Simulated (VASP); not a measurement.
Calculation: PBE GGA with D3 dispersion (Becke-Johnson damping), VASP's PBE PAW potentials (set 64) (plane waves; VASP).

VASP ran on this input.

**INCAR**
```
! general
SYSTEM  = MoS2
PREC    = Accurate
ENCUT   = 480
LREAL   = .FALSE.
LASPH   = .TRUE.

! electronic loop
EDIFF   = 1E-6
NELM    = 100
ALGO    = Normal
LMAXMIX = 4

! smearing
ISMEAR  = 0
SIGMA   = 0.05

! functional
GGA     = PE
IVDW    = 12

! ions
IBRION  = 2
NSW     = 60
ISIF    = 3
EDIFFG  = -0.01

! output
LWAVE   = .FALSE.
LCHARG  = .FALSE.
```

File POSCAR:
```
MoS2
1.0
  3.1600000000   0.0000000000   0.0000000000
 -1.5800000000   2.7366400000   0.0000000000
  0.0000000000   0.0000000000  12.3000000000
Mo S
2 4
Cart
  1.5800015800   0.9122124211   9.2250000000
 -0.0000015800   1.8244275789   3.0750000000
  1.5800015800   0.9122124211   4.6617000000
 -0.0000015800   1.8244275789  10.8117000000
 -0.0000015800   1.8244275789   7.6383000000
  1.5800015800   0.9122124211   1.4883000000
```

KPOINTS:
```
kpoints
0
G
 9 9 2
```

POTCAR, in this order: Mo_sv S (PBE.64 set). Program: vasp_std.

Energy and stress use the plane-wave basis of the starting cell.

Question: What does the run give for the energy per atom (σ→0), dispersion energy, volume per atom?

Answer: 
```
Item                            Value
---------------------  --------------
energy per atom (σ→0)  -7.695 eV/atom
dispersion energy           -2.629 eV
volume per atom         17.28 Å³/atom
```

### OSZICAR
```
...
DAV:   1    -0.435414287080E+02   -0.26932E-02   -0.10879E-02  1509   0.805E-01    0.217E-01
DAV:   2    -0.435411439869E+02    0.28472E-03   -0.12627E-03  1605   0.251E-01    0.452E-02
DAV:   3    -0.435410911142E+02    0.52873E-04   -0.25529E-04  1902   0.732E-02    0.318E-02
DAV:   4    -0.435410798136E+02    0.11301E-04   -0.55612E-05  1766   0.457E-02    0.150E-02
DAV:   5    -0.435410774290E+02    0.23846E-05   -0.74784E-06  1627   0.169E-02    0.161E-02
DAV:   6    -0.435410751968E+02    0.22322E-05   -0.22438E-06  1099   0.878E-03    0.332E-03
DAV:   7    -0.435410747841E+02    0.41276E-06   -0.56920E-07   807   0.555E-03
  13 F= -.46170462E+02 E0= -.46170462E+02  d E =-.249583E-04
```

The compound is MoS2 in the 2H layered structure. This run relaxes it. Symmetry was kept, so distortions that lower it aren't found.
